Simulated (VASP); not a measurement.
**Si: single point with LDA**

Crystal: Si.

```
Si
1.0
     0.00000    2.70113    2.70113
     2.70113    0.00000    2.70113
     2.70113    2.70113    0.00000
Si
2
Direct
  0.75000 0.75000 0.75000
  0.50000 0.50000 0.50000
```

The cell isn't the ideal one: relaxed again under DFT LDA, scalar-relativistic, plane waves, PAW.

| Property | Result |
| --- | --- |
| Program | VASP 6.6.1 |
| Task | single point |
| Functional | LDA |
| Potentials or basis | VASP PAW LDA potentials, release 64 (Si) |
| Cutoff | 520 eV |
| k mesh | 10 × 10 × 10 |
| Occupations | gaussian, width 0.02 eV |
| Spin | no spin polarisation |

```json
{
 "Pressure": "0.0 GPa",
 "Band gap on the k mesh": "0.45 eV, indirect (least direct gap 2.53 eV)"
}
```

Levels at points of the mesh, in eV from the valence-band top:
| k point | band 1 | band 2 | band 3 | band 4 | band 5 | band 6 | band 7 | band 8 | band 9 |
| --- | --- | --- | --- | --- | --- | --- | --- | --- | --- |
| (0.00, 0.00, 0.00) | -12.07 | 0.00 | 0.00 | 0.00 | 2.53 | 2.53 | 2.53 | 3.39 | 7.74 |
| (0.50, 0.00, 0.00) | -9.69 | -7.06 | -1.21 | -1.21 | 1.49 | 3.29 | 3.29 | 7.54 | 10.56 |
| (0.50, 0.50, 0.00) | -7.86 | -7.86 | -2.89 | -2.89 | 0.57 | 0.57 | 10.11 | 10.11 | 10.97 |

Run time: 23 s on 1 thread of AMD EPYC 7R43 64-Core Processor (Zen 3), on a shared host, peak memory 0.1 GiB.

A k mesh can miss the band edges.
